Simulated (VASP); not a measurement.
# TiO2 (Rutile): the relaxed cell at several levels, part 2 of 3

How close do the usual functionals, with and without dispersion, come to the cell of TiO2 (Rutile)? The start is a cell from a database of measured crystal structures.

VASP 6.6.1, plane waves and PAW; the level of theory is named at each step.

So far. Step 2 (Relaxation with PBE): It ends with a largest force of 0.002 eV/Å and a pressure of 0.09 GPa. The volume lies +2.7 % from that of the database's start. The conventional cell has a = 4.646 and c = 2.967 Å.

## (3) Relaxation with LDA

This step: LDA; plane waves and PAW (Ti_sv, O) (VASP 6.6.1).

LDA, the lowest rung, knows the local density alone.

INCAR reads:

```
SYSTEM = TiO2
PREC = Accurate
ENCUT = 560
EDIFF = 1E-06
NELM = 100
ISMEAR = -1
SIGMA = 0.05
LREAL = .FALSE.
ALGO = Normal
GGA = CA
NBANDS = 30
LASPH = .TRUE.
LORBIT = 11
LWAVE = .FALSE.
LCHARG = .FALSE.
KPAR = 2
IBRION = 2
NSW = 60
ISIF = 3
EDIFFG = -0.01
```

POSCAR reads:

```
TiO2
1.0
    4.5922000000      0.0000000000      0.0000000000
    0.0000000000      4.5922000000      0.0000000000
    0.0000000000      0.0000000000      2.9574000000
Ti O
2 4
Direct
    0.0000000000      0.0000000000      0.0000000000
    0.5000000000      0.5000000000      0.5000000000
    0.3049600000      0.3049600000      0.0000000000
    0.1950400000      0.8049600000      0.5000000000
    0.6950400000      0.6950400000      0.0000000000
    0.8049600000      0.1950400000      0.5000000000
```

KPOINTS reads:

```
Automatic mesh
0
Gamma
5 5 8
0 0 0
```

PAW data sets: Ti_sv and O (PBE family, release 64).

Started as:

```sh
mpirun -np 2 vasp_std
```

The program printed:

```text
[banner, memory and clock lines left out]
running    2 mpi-ranks, on    1 nodes
 distrk:  each k-point on    1 cores,    2 groups
 distr:  one band on    1 cores,    1 groups

 POSCAR found type information on POSCAR TiO
 POSCAR found :  2 types and       6 ions
|                                                                             |
|               ----> ADVICE to this user running VASP <----                  |
|                                                                             |
|     You enforced a specific xc type in the INCAR file but a different       |
|     [... a line on the potential file left out ...]
|     I HOPE YOU KNOW WHAT YOU ARE DOING!                                     |
|                                                                             |

 LDA part: xc-table for (Slater(with rela. corr.)+CA(PZ))
 , standard interpolation
 POSCAR, INCAR and KPOINTS ok, starting setup
 FFT: planning ... GRIDC
 FFT: planning ... GRID_SOFT
 FFT: planning ... GRID
 WAVECAR not read
 entering main loop
       N       E                     dE             d eps       ncg     rms          rms(c)
DAV:   1     0.681942921518E+03    0.68194E+03   -0.25687E+04  1800   0.198E+03
DAV:   2     0.402990515428E+02   -0.64164E+03   -0.60943E+03  1920   0.570E+02
DAV:   3    -0.705599600340E+02   -0.11086E+03   -0.10760E+03  2720   0.209E+02
DAV:   4    -0.754036804652E+02   -0.48437E+01   -0.48371E+01  2462   0.451E+01
DAV:   5    -0.755867642635E+02   -0.18308E+00   -0.18303E+00  2462   0.734E+00    0.316E+01
DAV:   6    -0.597057951711E+02    0.15881E+02   -0.98321E+01  2268   0.969E+01    0.121E+01
DAV:   7    -0.592236818059E+02    0.48211E+00   -0.15366E+01  2188   0.327E+01    0.853E+00
DAV:   8    -0.591522833042E+02    0.71399E-01   -0.43606E+00  2138   0.208E+01    0.478E+00
DAV:   9    -0.589004938945E+02    0.25179E+00   -0.15534E+00  2146   0.120E+01    0.115E+00
DAV:  10    -0.589092085151E+02   -0.87146E-02   -0.11620E-01  2222   0.267E+00    0.486E-01
DAV:  11    -0.589055643838E+02    0.36441E-02   -0.15071E-02  2016   0.836E-01    0.877E-02
DAV:  12    -0.589057652260E+02   -0.20084E-03   -0.13785E-03  2230   0.389E-01    0.166E-01
DAV:  13    -0.589055017753E+02    0.26345E-03   -0.92814E-04  2248   0.295E-01    0.258E-02
DAV:  14    -0.589055025421E+02   -0.76673E-06   -0.38190E-05  2244   0.486E-02    0.103E-02
DAV:  15    -0.589055028209E+02   -0.27882E-06   -0.38581E-06  1906   0.123E-02
   1 F= -.58905503E+02 E0= -.58905503E+02  d E =-.589055E+02
 curvature:   0.00 expect dE= 0.000E+00 dE for cont linesearch  0.000E+00
 trial: gam= 0.00000 g(F)=  0.232E-05 g(S)=  0.169E+00 ort = 0.000E+00 (trialstep = 0.100E+01)
 search vector abs. value=  0.169E+00
 bond charge predicted
       N       E                     dE             d eps       ncg     rms          rms(c)
DAV:   1    -0.601650599390E+02   -0.12596E+01   -0.40803E+01  2456   0.675E+01    0.109E+01
DAV:   2    -0.590592214508E+02    0.11058E+01   -0.44721E+00  2288   0.194E+01    0.433E+00
DAV:   3    -0.588228533956E+02    0.23637E+00   -0.15310E+00  2136   0.883E+00    0.995E-01
DAV:   4    -0.588474207809E+02   -0.24567E-01   -0.34805E-01  2220   0.266E+00    0.811E-01
DAV:   5    -0.588513820708E+02   -0.39613E-02   -0.11350E-02  2462   0.893E-01    0.559E-01
DAV:   6    -0.588678979875E+02   -0.16516E-01   -0.30131E-02  2234   0.989E-01    0.323E-01
DAV:   7    -0.588698074419E+02   -0.19095E-02   -0.13414E-02  2644   0.666E-01    0.118E-01
DAV:   8    -0.588700831636E+02   -0.27572E-03   -0.54069E-04  2228   0.216E-01    0.205E-02
DAV:   9    -0.588701286538E+02   -0.45490E-04   -0.24380E-04  2648   0.596E-02    0.719E-03
DAV:  10    -0.588701292077E+02   -0.55393E-06   -0.70401E-06  2086   0.178E-02
   2 F= -.58870129E+02 E0= -.58870129E+02  d E =0.353736E-01
[...]
3 F= -.58942352E+02 E0= -.58942352E+02  d E =-.368489E-01
[...]
4 F= -.58942348E+02 E0= -.58942348E+02  d E =-.368455E-01
[...]
5 F= -.58944356E+02 E0= -.58944356E+02  d E =-.200761E-02
 trial-energy change:   -0.002008  1 .order   -0.002027   -0.003715   -0.000339
 step:   0.9787(harm=  0.9751)  dis= 0.00493  next Energy=   -58.944374 (dE=-0.203E-02)
 bond charge predicted
       N       E                     dE             d eps       ncg     rms          rms(c)
DAV:   1    -0.589443701587E+02   -0.14113E-04   -0.10240E-02  1800   0.638E-01    0.275E-02
DAV:   2    -0.589443753058E+02   -0.51472E-05   -0.19406E-04  1928   0.110E-01    0.170E-02
DAV:   3    -0.589443716120E+02    0.36938E-05   -0.15899E-05  2316   0.278E-02    0.666E-03
DAV:   4    -0.589443714852E+02    0.12684E-06   -0.33719E-06  1572   0.129E-02
   6 F= -.58944371E+02 E0= -.58944371E+02  d E =-.202321E-02
 curvature:  -0.50 expect dE=-0.139E-04 dE for cont linesearch -0.119E-06
 trial: gam=-0.00082 g(F)=  0.108E-06 g(S)=  0.277E-04 ort =-0.320E-04 (trialstep = 0.905E+00)
 search vector abs. value=  0.278E-04
 reached required accuracy - stopping structural energy minimisation
```

Run time: 1.7 min. Hardware: 2 MPI ranks of AMD EPYC 7R43, shared host; peak memory 0.3 GiB.

From OUTCAR (step 3):

```text
 Found     30 irreducible k-points:

   NELECT =      48.0000    total number of electrons

 E-fermi :   5.6811

 k-point     1 :       0.0000    0.0000    0.0000
  band No.  band energies     occupation
    ...
     20       2.7909      2.00000
     21       4.1087      2.00000
     22       4.3314      2.00000
     23       4.3314      2.00000
     24       4.8061      2.00000
     25       6.6145      0.00000
     26       6.8983      0.00000
     27       7.1985      0.00000
     28       7.3119      0.00000
     29       7.3119      0.00000
    ...

 k-point     2 :       0.2000    0.0000    0.0000
  band No.  band energies     occupation
    ...
     20       2.8061      2.00000
     21       3.6192      2.00000
     22       3.8439      2.00000
     23       4.0296      2.00000
     24       4.6513      2.00000
     25       6.8379      0.00000
     26       7.1670      0.00000
     27       7.4801      0.00000
     28       7.4994      0.00000
     29       7.5429      0.00000
    ...

  Total        0.0305195      0.0305195      0.0397245      0.0000000      0.0000000      0.0000000
  in kB        0.8068651      0.8068651      1.0502242      0.0000000      0.0000000      0.0000000
  external PRESSURE =       0.8879848 kB  Pullay stress =       0.0000000 kB

  energy-cutoff  :      560.00
  volume of cell :       60.60
      direct lattice vectors                 reciprocal lattice vectors
     4.553906008  0.000000000  0.000000000     0.219591708 -0.000000000  0.000000000
     0.000000000  4.553906008  0.000000000    -0.000000000  0.219591708  0.000000000
     0.000000000  0.000000000  2.922257325     0.000000000  0.000000000  0.342201213

 POSITION                                       TOTAL-FORCE (eV/Angst)
 -----------------------------------------------------------------------------------
      0.00000      0.00000      0.00000        -0.000000      0.000000     -0.000000
      2.27695      2.27695      1.46113        -0.000000      0.000000     -0.000000
      1.38378      1.38378      2.92226        -0.000529     -0.000529      0.000000
      0.89317      3.66073      1.46113         0.000529     -0.000529     -0.000000
      3.17012      3.17012      0.00000         0.000529      0.000529     -0.000000
      3.66073      0.89317      1.46113        -0.000529      0.000529     -0.000000
 -----------------------------------------------------------------------------------
    total drift:                                0.000000      0.000000     -0.000000

  FREE ENERGIE OF THE ION-ELECTRON SYSTEM (eV)
  ---------------------------------------------------
  free  energy   TOTEN  =       -58.9443714852 eV

  energy  without entropy=      -58.9443714844  energy(sigma->0) =      -58.94437148

 total charge
# of ion       s       p       d       tot
------------------------------------------
    1        2.234   6.330   1.784  10.349
    2        2.234   6.330   1.784  10.349
    3        1.558   3.489   0.000   5.047
    4        1.558   3.489   0.000   5.047
    5        1.558   3.489   0.000   5.047
    6        1.558   3.489   0.000   5.047
--------------------------------------------------
tot         10.701  26.618   3.569  40.887

[... 9 parts as in an earlier step ...]

[... 5 further parts left out ...]
```

CONTCAR:

```
TiO2
   1.00000000000000
     4.5539060081303155    0.0000000000000000    0.0000000000000000
     0.0000000000000000    4.5539060081303155    0.0000000000000000
     0.0000000000000000    0.0000000000000000    2.9222573247991885
  Ti              O
     2     4
Direct
     0.0000000000000000    0.0000000000000000    0.0000000000000000
     0.5000000000000000    0.5000000000000000    0.5000000000000000
     0.3038670049791752    0.3038670049791752    1.0000000000000000
     0.1961329950208248    0.8038670049791752    0.5000000000000000
     0.6961329950208248    0.6961329950208248    0.0000000000000000
     0.8038670049791752    0.1961329950208248    0.5000000000000000
```

The PAW data sets were made with PBE, though LDA sets exist; this is a small mismatch.

The steps of the relaxation:

| step | energy less that of the first step (eV) | largest force (eV/Å) | pressure (GPa) | volume (Å³) |
| --- | --- | --- | --- | --- |
| 1 | 0.0000 | 0.0035 | -6.69 | 62.37 |
| 2 | 0.0354 | 0.3727 | 10.54 | 58.53 |
| 3 | -0.0368 | 0.1447 | -0.06 | 60.73 |
| 4 | -0.0368 | 0.1476 | 0.03 | 60.70 |
| 5 | -0.0389 | 0.0147 | 0.06 | 60.61 |
| 6 | -0.0389 | 0.0007 | 0.09 | 60.60 |

| conventional cell, symmetrised | before | after | change |
| --- | --- | --- | --- |
| a (Å) | 4.592 | 4.554 | -0.8 % |
| b (Å) | 4.592 | 4.554 | -0.8 % |
| c (Å) | 2.957 | 2.922 | -1.2 % |
| volume (Å³/atom) | 10.39 | 10.10 | -2.8 % |

Final coordinates:

```
Ti O
1.0
     4.55391    0.00000    0.00000
     0.00000    4.55391    0.00000
     0.00000    0.00000    2.92226
Ti O
2 4
Direct
  0.00000 0.00000 0.00000
  0.50000 0.50000 0.50000
  0.30387 0.30387 0.00000
  0.19613 0.80387 0.50000
  0.69613 0.69613 0.00000
  0.80387 0.19613 0.50000
```

This step gave:

```yaml
free_energy_toten: -58.9444 eV
fermi_energy: 5.681 eV
pressure: 0.08880 GPa
scf_cycles_over_all_ionic_steps: 51
gap_on_the_k_mesh: 1.808 eV
least_direct_gap_on_the_k_mesh: 1.808 eV
```

It ends at 10.10 Å³/atom, -2.8 % from the start, with 0.09 GPa left. The conventional cell has a = 4.554 and c = 2.922 Å.

## (4) Relaxation with r2SCAN

This step: r2SCAN; plane waves and PAW (Ti_sv, O) (VASP 6.6.1).

r2SCAN adds the kinetic-energy density, costs more than a GGA and is run with LASPH.

Changes to INCAR since step 3:

```diff
@@ -9,5 +9,5 @@
 ALGO = Normal
-GGA = CA
+METAGGA = R2SCAN
+LASPH = .TRUE.
 NBANDS = 30
-LASPH = .TRUE.
 LORBIT = 11
```

POSCAR is that of step 3.

KPOINTS is that of step 3.

Started as:

```sh
mpirun -np 2 vasp_std
```

The program printed:

```text
[banner, memory and clock lines left out]
running    2 mpi-ranks, on    1 nodes
[...]
[... a notice as in an earlier step ...]

 LDA part: xc-table for (None), standard interpolation
 POSCAR, INCAR and KPOINTS ok, starting setup
[...]
entering main loop
       N       E                     dE             d eps       ncg     rms          rms(c)
DAV:   1     0.689613199811E+03    0.68961E+03   -0.26130E+04  1800   0.202E+03
DAV:   2     0.183990435197E+02   -0.67121E+03   -0.63863E+03  1924   0.589E+02
DAV:   3    -0.962302076936E+02   -0.11463E+03   -0.11085E+03  2690   0.218E+02
DAV:   4    -0.101738100898E+03   -0.55079E+01   -0.54994E+01  2510   0.478E+01
[...]
DAV:  13    -0.697982610130E+02    0.57162E-04   -0.67910E-04  2498   0.187E-01    0.245E-02
DAV:  14    -0.697982531570E+02    0.78559E-05   -0.30217E-05  2084   0.438E-02    0.120E-02
DAV:  15    -0.697982524028E+02    0.75419E-06   -0.78087E-06  2290   0.271E-02
   1 F= -.69798252E+02 E0= -.69798252E+02  d E =-.697983E+02
[... from here on, the cycles between the ionic steps are left out ...]
   2 F= -.69796510E+02 E0= -.69796510E+02  d E =0.174228E-02
   3 F= -.69799935E+02 E0= -.69799935E+02  d E =-.168221E-02
   4 F= -.69799935E+02 E0= -.69799935E+02  d E =-.168249E-02
   5 F= -.69800017E+02 E0= -.69800017E+02  d E =-.820072E-04
 trial-energy change:   -0.000082  1 .order   -0.000083   -0.000147   -0.000019
 step:   1.0140(harm=  1.0140)  dis= 0.00078  next Energy=   -69.800019 (dE=-0.844E-04)
 reached required accuracy - stopping structural energy minimisation
```

Elapsed: 6.1 min, on 2 MPI ranks; peak memory 0.36 GiB.

From OUTCAR (step 4):

```text
  Total        0.0093713      0.0093713     -0.0199221     -0.0000000      0.0000000      0.0000000
  in kB        0.2395205      0.2395205     -0.5091865     -0.0000000      0.0000000      0.0000000
  external PRESSURE =      -0.0100485 kB  Pullay stress =       0.0000000 kB

 POSITION                                       TOTAL-FORCE (eV/Angst)
 -----------------------------------------------------------------------------------
     -0.00000      0.00000      0.00000        -0.000000     -0.000000     -0.000000
      2.30052      2.30052      1.48056        -0.000000     -0.000000     -0.000000
      1.40127      1.40127      0.00000        -0.000524     -0.000524     -0.000000
      0.89926      3.70179      1.48056         0.000524     -0.000524     -0.000000
      3.19978      3.19978      2.96111         0.000524      0.000524      0.000000
      3.70179      0.89926      1.48056        -0.000524      0.000524      0.000000
 -----------------------------------------------------------------------------------
    total drift:                                0.000000      0.000000      0.000000

  FREE ENERGIE OF THE ION-ELECTRON SYSTEM (eV)
  ---------------------------------------------------
  free  energy   TOTEN  =       -69.8000169017 eV

  energy  without entropy=      -69.8000169016  energy(sigma->0) =      -69.80001690

[... 2 parts as in an earlier step ...]

[... 2 further parts left out ...]
[key lines of the parts left out:]
E-fermi :   5.4759
```

The PAW data sets were made with PBE, which is usual practice but a small mismatch for other functionals.

Step by step:

| step | energy less that of the first step (eV) | largest force (eV/Å) | pressure (GPa) | volume (Å³) |
| --- | --- | --- | --- | --- |
| 1 | 0.0000 | 0.0834 | 1.38 | 62.37 |
| 2 | 0.0017 | 0.0660 | -2.02 | 63.18 |
| 3 | -0.0017 | 0.0209 | -0.05 | 62.70 |
| 4 | -0.0017 | 0.0194 | -0.08 | 62.70 |
| 5 | -0.0018 | 0.0007 | 0.00 | 62.69 |

| conventional cell, symmetrised | before | after | change |
| --- | --- | --- | --- |
| a (Å) | 4.592 | 4.601 | +0.2 % |
| b (Å) | 4.592 | 4.601 | +0.2 % |
| c (Å) | 2.957 | 2.961 | +0.1 % |
| volume (Å³/atom) | 10.39 | 10.45 | +0.5 % |

Final coordinates:

```
Ti O
1.0
     4.60105    0.00000    0.00000
     0.00000    4.60105    0.00000
     0.00000    0.00000    2.96111
Ti O
2 4
Direct
  0.00000 0.00000 0.00000
  0.50000 0.50000 0.50000
  0.30455 0.30455 0.00000
  0.19545 0.80455 0.50000
  0.69545 0.69545 0.00000
  0.80455 0.19545 0.50000
```

It ends at 10.45 Å³/atom, +0.5 % from the start, with 0.00 GPa left. The conventional cell has a = 4.601 and c = 2.961 Å.

(Part 2 of 3 ends here.)

[Lines on the potential files, build, host, timing and source positions are cut from VASP's logs without a mark.]

[Logs are printed without paths, hosts, clocks, repeated set-up lines and the standing remarks that a program may print on its own settings, such as how far it seeks lower states.]

[Hosts, paths, dates, database ids (printed as entryN), source tags and the programs' standing remarks are cut or masked in the printed files.]

[A measured line is paired with the nearest computed mode of its activity, which favours agreement.]
